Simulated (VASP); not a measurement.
The system is Si2WC3.

```
Si W C
1.0
     3.20972    0.00000    0.00000
    -1.60486    2.77970    0.00000
     0.00000    0.00000    8.29179
Si W C
2 1 3
Direct
  0.00000 0.00000 0.92000
  0.33333 0.66667 0.59500
  0.00000 0.00000 0.17500
  0.33333 0.66667 0.00000
  0.00000 0.00000 0.67500
  0.33333 0.66667 0.35000
```

The cell was built by a generator and needn't be a form met in nature.

| Quantity | Value |
| --- | --- |
| Program | VASP 6.6.1 |
| Task | relaxation of cell and atoms |
| Functional | PBE |
| Potentials or basis | VASP PAW PBE potentials, release 64 (Si, W_sv, C) |
| Cutoff | 520 eV |
| k mesh | 6 × 6 × 2 |
| Occupations | gaussian, width 0.15 eV |
| Spin | no spin polarisation |

At the start: pressure -17.7 GPa; volume 12.33 Å³/atom.

Where does the relaxation end?

Over 11 steps the energy falls by 458.0 meV/atom and the volume is 10.60 Å³/atom (-14.0 %); space group P3m1 (No. 156, to 0.05 Å).

The path:
| step | energy change (eV) | largest force (eV/Å) | pressure (GPa) | volume (Å³) |
| --- | --- | --- | --- | --- |
| 1 | 0.0000 | 10.6381 | -17.70 | 73.98 |
| 2 | 1.9110 | 14.5974 | 39.55 | 60.18 |
| 3 | -2.3381 | 2.6276 | -11.68 | 67.81 |
| 4 | -2.4782 | 1.2324 | 20.09 | 59.56 |
| 5 | -2.6864 | 1.6466 | 4.56 | 62.84 |
| 6 | -2.6479 | 2.5267 | -1.87 | 64.12 |
| 7 | -2.7383 | 0.4871 | 1.28 | 63.39 |
| 8 | -2.7452 | 0.1753 | -1.57 | 64.06 |
| 9 | -2.7470 | 0.1170 | -0.88 | 63.85 |
| 10 | -2.7480 | 0.0911 | 0.19 | 63.59 |
| 11 | -2.7481 | 0.0520 | 0.31 | 63.63 |

Final structure:
```
Si W C
1.0
     3.01338    0.00000    0.00000
    -1.50669    2.60966    0.00000
     0.00000    0.00000    8.09134
Si W C
2 1 3
Direct
  0.00000 0.00000 0.89776
  0.33333 0.66667 0.58349
  0.00000 0.00000 0.20336
  0.33333 0.66667 0.00238
  0.00000 0.00000 0.67067
  0.33333 0.66667 0.35735
```
